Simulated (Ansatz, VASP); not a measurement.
# HfC: VASP beside Ansatz, part 2 of 2

Wanted: the spread between two codes on one cell, functional and k mesh. The cell is taken from a series of runs on this material, whose earlier steps may have relaxed, scaled, displaced or heated it; both programs get it as it stands.

VASP 6.6.1 and Ansatz 0.2.0.

So far: Set-up; VASP: zone-centre phonons, LDA.

### 3. Ansatz: zone-centre phonons, LDA

Level of this step: Ansatz beside VASP: Kohn-Sham DFT, plane waves, LDA (Ansatz).

Ansatz runs on its PAW soft_1 files.

The same cell, functional (in two slightly different forms), mesh and smearing now go to Ansatz, which takes its cutoff from its data sets.

input.yaml

```yaml
crystal:
  lattice:
    - [0.0, 2.2979538536, 2.2177814199]
    - [2.2979538536, 0.0, 2.2177814199]
    - [2.2979538536, 2.2979538536, 0.0]
  atoms:
    - { symbol: C, position: [0.0, 0.0, 0.0] }
    - { symbol: Hf, position: [0.5, 0.5, 0.5] }
kpoints:
  mp_grid: { grid: [16, 16, 16] }
hamiltonian:
  xc: lda
  pseudopotentials: { kind: paw, azcp: { folder: soft_1 }, xc_functional: pbe }
scf:
  occupations: { method: methfessel_paxton, width: 0.2 }
output:
  eigenvalues: true
phonons:
  method: dfpt
```

On the command line:

```sh
$ ansatz run input.yaml --threads 4 --pin off --max-ram 10240MiB --backend cpu --events-out ev --progress --plain --runs-dir out
```

Numbers of over 12 decimals in the logs are rounded to 6 here.

What it wrote:

```text
zone centre: on kpoints.mp_grid the ground state, and the responses unless they are solved on pairs of k-points, stand on 621 of the mesh's 4096 k-points, reduced under 8 symmetry operations, with k and −k counted as one. Each operation leaves every solved displacement unchanged or reverses it
Engine: ansatz 0.2.0, aarch64-unknown-linux-gnu
Pseudopotentials: kind: paw
Pseudopotential: C, paw, valence charge 4, recommended cutoff 420 eV (normal), soft_1/C.paw.azcp
Pseudopotential: Hf, paw, valence charge 26, recommended cutoff 420 eV (normal), soft_1/Hf.paw.azcp
Functional definition: SPW92
  exchange = slater_x
  correlation = pw_c
Crystal: 2 atoms, lattice volume = 23.422 Å³
Basis set: ecut = 420 eV, 459 PW (Γ), exchange–correlation on 48×48×48 points (8 copies of the dense FFT grid, shifted against one another)
Bands: 19, of which v1, the nominal top of the filled ones, is band 15 counted from 1 (14 counted from 0)
Symmetry: 16 space group operations
k-points: 621 of 4096 (irreducible under 8 space group operations)
Non-local potential: C, projectors of the file, l = 0: 2, l = 1: 2, l = 2: 1
Non-local potential: Hf, projectors of the file, l = 0: 3, l = 1: 2, l = 2: 2, l = 3: 3
PAW form: soft (Blöchl's): semilocal exchange-correlation on the pseudo side does not see the compensation charge
PAW frozen core: C, regenerated for the run's functional, and the local potential with it (the file was generated under x = pbe(κ = 0.804, μ = 0.219515), c = pbe(β = 0.066725))
PAW frozen core: Hf, regenerated for the run's functional, and the local potential with it (the file was generated under x = pbe(κ = 0.804, μ = 0.219515), c = pbe(β = 0.066725))
PAW one-centre angular grid: C, 110 points (default); XC on 64 Gauss nodes
PAW one-centre angular grid: Hf, 590 points (default); XC on 64 Gauss nodes
Initial density: superposition of atomic densities (chi_scale 0.1, normalization cell, long waves kept (reshape's long-wave potential 0.00 eV rms))
Initial wavefunctions: pseudopotential atomic-orbital guess
Functional: x = slater, c = lda
SCF iter   1: F=—  HF=-15723.138041 eV  |F-HF|=—  |Δ(HF+E_count)|=         —  Δρ=9.44e-2  dr2=2.76e0  ethr=3.10e-3  ⟨swp⟩=4.9  Hψ=51833  notcnv=0
preconditioner: auto → Kerker (q_TF=auto, 2.843 Å⁻¹)  [metal: Δε(μ)=0.033 eV  Ē_g=17.786 eV  σ=0.200 eV  W_gap=0.14  n_scr=14 (ndim 8)  ℏωp=40.6 eV  f_vac=0.000  D(μ)=0.19/eV (n_scr^D=0)]
SCF iter   2: F=—  HF=-15722.542962 eV  |F-HF|=—  |Δ(HF+E_count)|=   5.95e-1  S|Δr|=    0.00e0  Δρ=3.37e-2  dr2=2.69e-1  ethr=3.10e-3  ⟨swp⟩=2.1  Hψ=20459  notcnv=0
SCF iter   3: F=—  HF=-15722.478988 eV  |F-HF|=—  |Δ(HF+E_count)|=   6.40e-2  S|Δr|=    0.00e0  Δρ=1.37e-2  dr2=2.67e-2  ethr=8.98e-4  ⟨swp⟩=2.0  Hψ=21440  notcnv=0
SCF iter   4: F=—  HF=-15722.473344 eV  |F-HF|=—  |Δ(HF+E_count)|=   5.64e-3  S|Δr|=    0.00e0  Δρ=7.59e-3  dr2=6.64e-3  ethr=8.89e-5  ⟨swp⟩=2.1  Hψ=20935  notcnv=0
SCF iter   5: F=—  HF=-15722.472523 eV  |F-HF|=—  |Δ(HF+E_count)|=   8.21e-4  S|Δr|=    0.00e0  Δρ=1.47e-3  dr2=2.91e-4  ethr=2.21e-5  ⟨swp⟩=2.0  Hψ=18153  notcnv=0
SCF iter   6: F=—  HF=-15722.472405 eV  |F-HF|=—  |Δ(HF+E_count)|=   1.18e-4  S|Δr|=    0.00e0  Δρ=2.93e-4  dr2=2.08e-5  ethr=9.69e-7  ⟨swp⟩=2.4  Hψ=21075  notcnv=0
SCF iter   7: F=—  HF=-15722.472408 eV  |F-HF|=—  |Δ(HF+E_count)|=   2.75e-6  S|Δr|=    0.00e0  Δρ=8.40e-5  dr2=1.20e-6  ethr=6.94e-8  ⟨swp⟩=2.3  Hψ=21613  notcnv=0
SCF iter   8: F=—  HF=-15722.472406 eV  |F-HF|=—  |Δ(HF+E_count)|=   1.48e-6  S|Δr|=    0.00e0  Δρ=1.38e-5  dr2=2.83e-8  ethr=4.00e-9  ⟨swp⟩=2.7  Hψ=21963  notcnv=0
SCF iter   9: F=—  HF=-15722.472406 eV  |F-HF|=—  |Δ(HF+E_count)|=   4.56e-9  S|Δr|=    0.00e0  Δρ=2.53e-6  dr2=1.16e-9  ethr=9.43e-11  ⟨swp⟩=2.3  Hψ=19106  notcnv=0
SCF iter  10: F=—  HF=-15722.472406 eV  |F-HF|=—  |Δ(HF+E_count)|=  1.47e-10  S|Δr|=    0.00e0  Δρ=2.26e-7  dr2=1.01e-11  ethr=1.00e-12  ⟨swp⟩=6.7  Hψ=81614  notcnv=0
SCF iter  11: F=-15722.472406 eV  HF=-15722.472406 eV  |F-HF|=1.82e-12  |Δ(HF+E_count)|=  9.09e-12  S|Δr|=    0.00e0  Δρ=4.16e-8  dr2=2.83e-13  ethr=1.00e-12  ⟨swp⟩=6.5  Hψ=61036  notcnv=0
SCF 1 converged in 11 iterations: F = -15722.472406 eV  dr2 = 2.83e-13
  greatest PAW one-centre occupation: 0.998 electrons in one spin orbital (limit 2), on the Hf atom at site 1 (counted from 0), in its partial waves of l = 3
DFPT response loops at Γ: preconditioner auto → Kerker (q_TF=auto, 2.843 Å⁻¹) (partly filled bands, converged f_vac=0.000); β = 1.00, the filter's whole step (`scf.mixing.beta` (0.50) is not read by the response loops under this deck's `scf.mixing.preconditioner`; to damp them name `kerker` or `kerker_dos`, under which they read `scf.mixing.beta`, and type it under 1.00, their step now; both keys bind the ground state too); Broyden in place of MSR1
SCF converged after 11 iterations
Stability not checked: this state was not tested for a lower state beside it, because cold or Methfessel-Paxton smearing, or corrected tetrahedra, fill the levels in a way that the test cannot read (fill_not_monotonic; see scf.lower_state_search)
Free energy (F): -15722.472406 eV
Harris-Foulkes:  -15722.472406 eV  (|F-HF|=1.82e-12)
Internal energy: -15722.472601 eV  (E = F + TS)
E sigma→0 (E₀):  -15722.472455 eV
Entropy (-TS):   0.000195 eV (0.097 meV/atom)
Fermi energy:    19.725346 eV
--- Per-component energies (eV) ---
  E_band       = 103.972796
  E_kinetic    = 499.148310
  E_local      = -6047.568213  (includes V_loc(G=0)·N_el)
  E_nonlocal   = 99.712695
  E_hartree    = 2974.364397
  E_xc         = -313.579371
  E_vxc        = -316.022571  (∫ρ·V_xc dr)
  E_paw        = -7549.119747  (= ΣΔE_a)
  E_vpaw       = -80.026306  (= ΣTr[D̂ρ^β])
  E_aug_tail   = 0.000113  (compensation charges beyond the density's cutoff)
  E_ewald      = -5387.950705
  E_core_change = 2.519920  (= ΣΔE_core)
  E_smearing   = 0.000195  (= −TS)
  E_closure    = 0.000000  (closes the sum)
  Σ components = -15722.472406   (vs F -15722.472406, Δ=0.00e0)
--- Band table (eV; the first three rows and the last of 621) ---
  k-point 0: bands = [... 11 lower, 8.9865, 20.7525, 20.7525, 20.8567, 20.8567, 20.9871, 21.2604, 22.9476]
  k-point 1: bands = [... 11 lower, 8.9851, 19.9382, 20.1116, 20.3316, 21.1645, 21.3404, 21.6582, 23.5010]
  k-point 2: bands = [... 11 lower, 8.9844, 18.8569, 19.2432, 19.4585, 21.5394, 21.6839, 22.1096, 24.6476]
  k-point 620: bands = [... 11 lower, 9.1230, 17.5348, 17.5392, 19.5986, 19.5986, 25.3430, 26.8441, 26.8441]
--- Phonons (Γ-DFPT): 4 representative perturbations + reference, on 621 of 4096 k-points (Σ response iterations 12) ---
  k mesh reduced under 8 symmetry operations, with k and −k counted as one. Each operation leaves every solved displacement unchanged or reverses it
  ASR residual: 1.134e-5 → 0.000e0 eV/Å²; symmetrization residual: 1.098e-6 eV/Å²
  ASR residual per site (eV/Å²): 1.13e-5 2.98e-6
  Γ frequencies (cm⁻¹): 0.00 0.00 0.00 440.54 440.54 563.60
  non-analytic LO–TO correction: not included (Born effective charges unavailable; polar crystals: no LO–TO splitting at Γ)
```

### 4. Side by side

Known differences besides the potentials themselves: the two LDA forms differ slightly; the data sets hold 30 valence electrons in Ansatz (on its PAW soft_1 files) and 14 in VASP; the cutoff is 420 eV in Ansatz and 600 eV in VASP; VASP's log shows a relativistic correction to its local exchange, Ansatz's none. Total energies have different zeros and are not compared.

Both answers:

```
                  quantity  Ansatz   VASP  difference
optical mode 1 to 2 (cm⁻¹)   440.5  439.2     +0.31 %
     optical mode 3 (cm⁻¹)   563.6  565.6     -0.35 %
```

Modes are paired by rising frequency, not by their patterns, so a pair may set unlike modes beside each other; they are those without the splitting of longitudinal modes.

### 5. Results

```yaml
r_m_s_difference_of_the_optical_zone_centre_modes_each_program_s_sorted_by_frequency_zone_centre_phonons_lda: 1.6 cm⁻¹
```

**Reading.** The r.m.s. difference of the optical zone-centre modes, each program's sorted by frequency is 1.6 cm⁻¹ (zone-centre phonons, LDA). The data sets hold unlike numbers of valence electrons (30 in Ansatz and 14 in VASP), so part of the differences comes from the potentials. Such differences can come from data sets, numerical settings and the points named under the comparisons, not from the functional's error against experiment.

[Lines on the potential files, build, host, timing and source positions are cut from VASP's logs without a mark.]

[Logs are printed without paths, hosts, clocks, repeated set-up lines and the standing remarks that a program may print on its own settings, such as how far it seeks lower states.]

[Hosts, paths, dates, database ids (printed as entryN), source tags and the programs' standing remarks are cut or masked in the printed files.]
